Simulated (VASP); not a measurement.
# C₃H₄S: harmonic vibrations of a molecule

C₃H₄S, molecule in box, 8 atoms in the cell. PBE, harmonic vibrations; PAW potentials C, S, H (PBE set).

## Input

INCAR.step1:
```
PREC     = Accurate       # precision mode
ENCUT    = 400            # plane-wave cutoff, eV
EDIFF    = 1E-8           # SCF threshold, eV
ISMEAR   = 0              # smearing method
SIGMA    = 0.01           # smearing width, eV
ISYM     = 0            
LREAL    = False          # projectors in reciprocal space
LASPH    = True           # aspherical terms in the spheres
NELM     = 100            # most SCF steps
ALGO     = Normal         # electronic algorithm
LWAVE    = False          # write WAVECAR
LCHARG   = False          # write CHGCAR
IBRION   = 2              # ionic algorithm
NSW      = 60             # ionic steps
ISIF     = 2              # what is computed and relaxed
EDIFFG   = -0.002         # ionic threshold
POTIM    = 0.5            # step
```

INCAR.step2, as INCAR.step1 but for:
```
- IBRION = 2
- NSW = 60
- ISIF = 2
- EDIFFG = -0.002
- POTIM = 0.5
+ IBRION = 5
+ NFREE = 2
+ POTIM = 0.015
+ NSW = 1
```

KPOINTS:
```
k-points
0
Gamma
  1 1 1
```

POSCAR.step1:
```
H4C3S
1.0
   13.0000000000      0.0000000000      0.0000000000
    0.0000000000     13.0000000000      0.0000000000
    0.0000000000      0.0000000000     11.0000000000
C S H
3 1 4
Direct
    0.4299576900      0.5884423100      0.4988681800
    0.4433115400      0.4787346200      0.5380136400
    0.5290807700      0.4272884600      0.5286772700
    0.6317346200      0.3666884600      0.5171227300
    0.3702653800      0.5946884600      0.4292227300
    0.4067576900      0.6365423100      0.5756772700
    0.5012038500      0.6194500000      0.4616954500
    0.3780115400      0.4381269200      0.5769590900
```

Commands (each step's output is kept before the next begins):
```
cat potpaw_PBE.64/C/POTCAR potpaw_PBE.64/S/POTCAR potpaw_PBE.64/H/POTCAR > POTCAR
cp INCAR.step1 INCAR
cp POSCAR.step1 POSCAR
mpirun -np 4 vasp_gam > vasp.out
cp CONTCAR POSCAR
cp INCAR.step2 INCAR
mpirun -np 4 vasp_gam > vasp.out
```

## Result

- Vibrations (cm⁻¹; a negative value is imaginary): 3074, 3060, 3014, 2964, 1800, 1442, 1432, 1352, 1234, 1062, 1003, 981, 763, 586, 540, 379, 168, 135
- Zero-point energy (eV): 1.549
- Translations and rotations, which should read zero (cm⁻¹): -20, -14, -1, 2, 7, 9
- Vibrational entropy at 298 K (meV/K): 0.348
- Displaced cells: 48
- Ionic steps, all stages: 93
- Electronic steps, all stages: 1378

VASP 6.6.1 took 2660 s on 4 cores (Intel Xeon Platinum 8259CL @ 2.50GHz (Skylake/Cascade Lake)), a shared host.
